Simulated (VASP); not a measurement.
Here is the system:

```yaml
crystal:
  lattice:
    - [1.86238, -3.22574, 0.00000]
    - [1.86238, 3.22574, 0.00000]
    - [0.00000, 0.00000, 7.39459]
  atoms:
    - { symbol: Zr, position: [0.00000, 0.00000, 0.00000] }
    - { symbol: S, position: [0.33333, 0.66667, 0.19545] }
    - { symbol: S, position: [0.66667, 0.33333, 0.80455] }
```

The numbers are results of RPBE GGA, VASP's PBE PAW potentials (set 64) (plane waves; VASP 6.6.1), not measurements. Run with 520 eV cut-off, 8×8×4 Γ-centred mesh, tetrahedra with Blöchl corrections, potentials Zr_sv S.

Without a dispersion term in the relaxation, distances and binding between the weakly bound layers, chains or molecules are unreliable, and so is what depends on them.

Task: Estimate the energy per atom (σ→0).

Result: 
```json
{
  "energy per atom (σ→0)": "-6834 meV/atom"
}
```

Total energies compare only between runs with the same potentials, cut-off and functional.

The compound is ZrS2 in the 1T layered structure. It was relaxed first, which changed the volume by +32 %.
